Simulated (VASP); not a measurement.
Method: PBE GGA, VASP's PBE PAW potentials (set 64) (plane waves; VASP 6.6.1).

Input for VASP

KPOINTS:
```
Automatic mesh
0
gamma
  7 7 7
```

### POSCAR
```
TiSi2
13.7686540
  0.1305689721  -0.5000000000   0.0000000000
  0.1305689721   0.5000000000   0.0000000000
  0.0000000000   0.0000000000   0.2637241084
Ti Si
2 4
Cart
  0.1305689721  -0.3968800000   0.1977930813
  0.1305689721   0.3968800000   0.0659310271
  0.1305689721  -0.0582500000   0.1977930813
  0.1305689721   0.0582500000   0.0659310271
  0.1305689721   0.2503100000   0.1977930813
  0.1305689721  -0.2503100000   0.0659310271
```

### INCAR
```
ALGO = Normal
EDIFF = 1E-6
ENCUT = 300
GGA = PE
ISIF = 2
ISMEAR = -1
LASPH = T
LCHARG = F
LMAXMIX = 4
LREAL = F
LWAVE = F
NELM = 100
PREC = Accurate
SIGMA = 0.1
SYSTEM = TiSi2
```

POTCAR, in this order: Ti_sv Si (PBE.64 set). Program: vasp_std.

The resulting files:

### OUTCAR
```
 ion  position               nearest neighbor table
   1  0.897  0.103  0.750-   4 2.63   4 2.63   4 2.63   4 2.63   5 2.71   5 2.71   6 2.71   6 2.71
                             3 2.86   3 2.86
   2  0.103  0.897  0.250-   3 2.63   3 2.63   3 2.63   3 2.63   6 2.71   6 2.71   5 2.71   5 2.71
                             4 2.86   4 2.86
   3  0.558  0.442  0.750-   4 2.42   4 2.42   2 2.63   2 2.63   2 2.63   2 2.63   1 2.86   1 2.86
  LATTYP: Found a base centered orthorhombic cell.
 ALAT       =     3.5955180000
 B/A-ratio  =     3.8293937063
 C/A-ratio  =     1.0099034409
 Subroutine PRICEL returns:
 Original cell was already a primitive cell.
 Subroutine GETGRP returns: Found  8 space group operations
The static configuration has the point symmetry C_2h.
 The point group associated with its full space group is D_2h.
The dynamic configuration has the point symmetry C_2h.
 Subroutine INISYM returns: Found  8 space group operations
 Subroutine IBZKPT returns following result:
 Found     64 irreducible k-points:

 Following reciprocal coordinates:
            Coordinates               Weight
  0.000000  0.000000  0.000000      1.000000
  0.142857  0.000000  0.000000      4.000000
  0.285714  0.000000  0.000000      4.000000
  0.428571  0.000000  0.000000      4.000000
  0.142857  0.142857  0.000000      2.000000
  0.285714  0.142857  0.000000      4.000000
  0.428571  0.142857  0.000000      4.000000
 -0.428571  0.142857  0.000000      4.000000
 -0.285714  0.142857  0.000000      4.000000
 -0.142857  0.142857  0.000000      2.000000
  0.285714  0.285714  0.000000      2.000000
  0.428571  0.285714  0.000000      4.000000
 -0.428571  0.285714  0.000000      4.000000
 -0.285714  0.285714  0.000000      2.000000
  0.428571  0.428571  0.000000      2.000000
 -0.428571  0.428571  0.000000      2.000000
  0.000000  0.000000  0.142857      2.000000
  0.142857  0.000000  0.142857      8.000000
  0.285714  0.000000  0.142857      8.000000
  0.428571  0.000000  0.142857      8.000000
  0.142857  0.142857  0.142857      4.000000
  0.285714  0.142857  0.142857      8.000000
  0.428571  0.142857  0.142857      8.000000
 -0.428571  0.142857  0.142857      8.000000
 -0.285714  0.142857  0.142857      8.000000
 -0.142857  0.142857  0.142857      4.000000
  0.285714  0.285714  0.142857      4.000000
  0.428571  0.285714  0.142857      8.000000
 -0.428571  0.285714  0.142857      8.000000
 -0.285714  0.285714  0.142857      4.000000
  0.428571  0.428571  0.142857      4.000000
 -0.428571  0.428571  0.142857      4.000000
  0.000000  0.000000  0.285714      2.000000
  0.142857  0.000000  0.285714      8.000000
  0.285714  0.000000  0.285714      8.000000
  0.428571  0.000000  0.285714      8.000000
  0.142857  0.142857  0.285714      4.000000
  0.285714  0.142857  0.285714      8.000000
  0.428571  0.142857  0.285714      8.000000
 -0.428571  0.142857  0.285714      8.000000
   k-points           NKPTS =     64   k-points in BZ     NKDIM =     64   number of bands    NBANDS=     24
   number of dos      NEDOS =    301   number of ions     NIONS =      6
   total plane-waves  NPLWV =  38400
   dimension x,y,z NGX =    40 NGY =   40 NGZ =   24
   dimension x,y,z NGXF=    80 NGYF=   80 NGZF=   48
   ions per type =               2   4
   PREC   = accura    normal or accurate (medium, high low for compatibility)
   ISTART =      0    job   : 0-new  1-cont  2-samecut
   ICHARG =      2    charge: 1-file 2-atom 10-const
   ISPIN  =      1    spin polarized calculation?
   LNONCOLLINEAR =      F non collinear calculations
   LSORBIT =      F    spin-orbit coupling
   INIWAV =      1    electr: 0-lowe 1-rand  2-diag
...
```

OSZICAR:
```
       N       E                     dE             d eps       ncg     rms          rms(c)
DAV:   1     0.293064201732E+03    0.29306E+03   -0.14498E+04  3152   0.121E+03
DAV:   2    -0.526378878391E+01   -0.29833E+03   -0.29541E+03  3176   0.392E+02
DAV:   3    -0.423402951017E+02   -0.37077E+02   -0.36802E+02  5592   0.115E+02
DAV:   4    -0.447615806780E+02   -0.24213E+01   -0.24120E+01  4016   0.269E+01
DAV:   5    -0.449129480347E+02   -0.15137E+00   -0.15130E+00  4912   0.609E+00    0.177E+01
DAV:   6    -0.418635851687E+02    0.30494E+01   -0.59192E+01  4424   0.509E+01    0.839E+00
DAV:   7    -0.407966941203E+02    0.10669E+01   -0.17174E+01  4296   0.267E+01    0.510E+00
DAV:   8    -0.406891186122E+02    0.10758E+00   -0.13727E+00  4288   0.812E+00    0.982E-01
DAV:   9    -0.406806181730E+02    0.85004E-02   -0.89601E-02  4464   0.221E+00    0.530E-01
DAV:  10    -0.406810573892E+02   -0.43922E-03   -0.11332E-02  4368   0.771E-01    0.168E-01
DAV:  11    -0.406808271025E+02    0.23029E-03   -0.35113E-03  4464   0.385E-01    0.340E-02
DAV:  12    -0.406808090974E+02    0.18005E-04   -0.27942E-04  4392   0.111E-01    0.121E-02
DAV:  13    -0.406808074751E+02    0.16223E-05   -0.13224E-05  4224   0.291E-02    0.281E-03
DAV:  14    -0.406808072097E+02    0.26545E-06   -0.13643E-06  2976   0.833E-03
   1 F= -.40680807E+02 E0= -.40651229E+02  d E =-.591557E-01
```

OUTCAR:
```
------------------------ aborting loop because EDIFF is reached ----------------------------------------
  FORCE on cell =-STRESS in cart. coord.  units (eV):
  Direction    XX          YY          ZZ          XY          YZ          ZX
  --------------------------------------------------------------------------------------
  Total       -3.0436031     -2.7182051     -3.4977815      0.0000000      0.0000000      0.0000000
  in kB      -54.2543207    -48.4538758    -62.3503619      0.0000000      0.0000000      0.0000000
  external PRESSURE =     -55.0195194 kB  Pullay stress =       0.0000000 kB
  volume of cell :       89.88
      direct lattice vectors                 reciprocal lattice vectors
     1.797759000 -6.884327000  0.000000000     0.278124042 -0.072628741  0.000000000
     1.797759000  6.884327000  0.000000000     0.278124042  0.072628741  0.000000000
     0.000000000  0.000000000  3.631126000     0.000000000  0.000000000  0.275396668
 POSITION                                       TOTAL-FORCE (eV/Angst)
 -----------------------------------------------------------------------------------
      1.79776     -5.46450      2.72334         0.000000      0.133429      0.000000
      1.79776      5.46450      0.90778         0.000000     -0.133429     -0.000000
      1.79776     -0.80202      2.72334         0.000000     -0.008994     -0.000000
      1.79776      0.80202      0.90778         0.000000      0.008994     -0.000000
      1.79776      3.44643      2.72334         0.000000      0.003519     -0.000000
      1.79776     -3.44643      0.90778         0.000000     -0.003519     -0.000000
 -----------------------------------------------------------------------------------
    total drift:                               -0.000000     -0.000000     -0.000000
  FREE ENERGIE OF THE ION-ELECTRON SYSTEM (eV)
  ---------------------------------------------------
  free  energy   TOTEN  =       -40.6808072097 eV

  energy  without entropy=      -40.6216515478  energy(sigma->0) =      -40.65122938
```
(Selected blocks of OUTCAR.)

At this cut-off the stress carries a Pulay error, which pulls relaxed volumes low.

The structure comes from a computed database's TiSi2 entry; how it stands against other phases isn't given here. The cell was not relaxed at this level.
